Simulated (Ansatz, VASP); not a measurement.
## One calculation of SrMg6Sn, two programs

The input INCAR:

```
SYSTEM = SrMg6Sn
  ALGO = Normal
  EDIFF = 1E-7
  ENCUT = 520
  GGA = PE
  ISIF = 2
  ISMEAR = -1
  LASPH = .True.
  LCHARG = .False.
  LREAL = .False.
  LWAVE = .False.
  NBANDS = 28
  NELM = 80
  PREC = Accurate
  SIGMA = 0.05
```

File KPOINTS:

```
k-points
0
Gamma
  5 5 5
  0 0 0
```

The input POSCAR:

```
SrMg6Sn
1.0
    5.2593610000      0.0000000000      0.0000000000
    0.0000000000      3.2786810000      6.0624270000
    0.0000000000     -3.2786810000      6.0624270000
Sn Sr Mg
1 1 6
Direct
    0.4956880000      0.1707850000      0.1634730000
    0.5048600000      0.6698310000      0.6732100000
    0.0030630000      0.8451080000      0.8470970000
   -0.0049040000      0.3378850000      0.3389350000
   -0.0001310000      0.3217250000      0.8231400000
   -0.0022670000      0.8349470000      0.3154970000
    0.4978810000      0.1714000000      0.6611340000
    0.5041650000      0.6710580000      0.1600990000
```

input.yaml

```yaml
crystal:
  lattice:
    - [5.259361, 0.0, 0.0]
    - [0.0, 3.278681, 6.062427]
    - [0.0, -3.278681, 6.062427]
  atoms:
    - { symbol: Sn, position: [0.495688, 0.170785, 0.163473] }
    - { symbol: Sr, position: [0.50486, 0.669831, 0.67321] }
    - { symbol: Mg, position: [0.003063, 0.845108, 0.847097] }
    - { symbol: Mg, position: [-0.004904, 0.337885, 0.338935] }
    - { symbol: Mg, position: [-0.000131, 0.321725, 0.82314] }
    - { symbol: Mg, position: [-0.002267, 0.834947, 0.315497] }
    - { symbol: Mg, position: [0.497881, 0.1714, 0.661134] }
    - { symbol: Mg, position: [0.504165, 0.671058, 0.160099] }
hamiltonian:
  xc: pbe
  pseudopotentials: { kind: paw }
kpoints:
  mp_grid: { grid: [5, 5, 5] }
scf:
  occupations: { method: fermi_dirac, width: 0.05 }
output:
  forces: true
  stress: true
  eigenvalues: true
```

Change from the starting cell: atoms moved at random, drawn with an rms of 0.05 Å.

Alike in both runs: task single point; functional PBE; k mesh 5 × 5 × 5; occupations fermi-dirac, width 0.05 eV; no spin polarisation.

```csv
,VASP,Ansatz
version,VASP 6.6.1,Ansatz 0.2.0
potentials or method,"VASP PAW PBE potentials, release 64 (Sn_d, Sr_sv, Mg)",Ansatz PAW
plane-wave cutoff (eV),520,420
valence electrons in the cell,36,84
```

Ansatz gave:

| Item | Value |
| --- | --- |
| gap on the k mesh at the Fermi level (eV) | none |
| pressure (GPa) | 0.0 |
| largest component of the traceless stress (GPa) | 0.35 |
| rms of the force components (eV/Å) | 0.089 |

Problem. What did VASP give for the same quantities?

Solution. gap on the k mesh at the Fermi level (eV): none; pressure (GPa): -0.1; largest component of the traceless stress (GPa): 0.36; rms of the force components (eV/Å): 0.089.

Atom by atom the forces differ by 0.002 eV/Å (rms over components). A gap of «none» marks a metal or a gap that the smearing closes. The two sets of potentials don't hold the same shells in valence.
